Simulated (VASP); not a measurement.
Wanted: the native input for a VASP 6.6.1 run.

* Task: relaxation of cell and atoms
* Functional: r2SCAN
* Dispersion: rVV10
* Potentials or basis: VASP PAW PBE potentials, release 64 (Si)
* Cutoff: 520 eV
* k mesh: 10 × 10 × 10
* Occupations: gaussian, width 0.02 eV
* Spin: no spin polarisation
* Further INCAR settings: ALGO = Normal; EDIFF = 1e-07; IBRION = 2; EDIFFG = -0.002; NSW = 80; ISIF = 3

The structure of Si lies in POSCAR:

```
Si                                      
1.0
    0.0000000000      2.7156582080      2.7156582080
    2.7156582080      0.0000000000      2.7156582080
    2.7156582080      2.7156582080     -0.0000000000
  Si            
     2
Direct
     0.7500000000000000    0.7500000000000000    0.7500000000000000
     0.5000000000000000    0.5000000000000000    0.5000000000000000
```

One way to write it, as run:

INCAR

```
  PREC = Accurate
  ENCUT = 520
  EDIFF = 1E-7
  ISMEAR = 0
  SIGMA = 0.02
  LREAL = F
  LASPH = T
  NELM = 80
  ALGO = Normal
  ISIF = 3
  LWAVE = F
  LCHARG = F
  METAGGA = R2SCAN
  LMIXTAU = T
  LUSE_VDW = T
  IVDW_NL = 2
  BPARAM = 11.95
  CPARAM = 0.0093
  IBRION = 2
  NSW = 80
  EDIFFG = -0.002
```

KPOINTS

```
regular mesh
0
Gamma
  10 10 10
```

Potentials or basis: VASP PAW PBE potentials, release 64 (Si).

The run is started by

```bash
$ cat potpaw_PBE.64/Si/POTCAR > POTCAR
$ mpirun -np 1 vasp_std > vasp.out
```

It gave:

```
Pressure after relaxing : 0.0 GPa
Band gap on the k mesh  : 0.75 eV, indirect (least direct gap 2.75 eV)
```

Caveat: the relaxation stopped at its first step, so nothing moved; the PAW data sets were made with another functional, which shifts forces and pressure a little.

Wall time 2.6 min on 1 thread of Intel(R) Xeon(R) Platinum 8259CL CPU @ 2.50GHz (Skylake/Cascade Lake), on a shared host, peak memory 0.28 GiB.
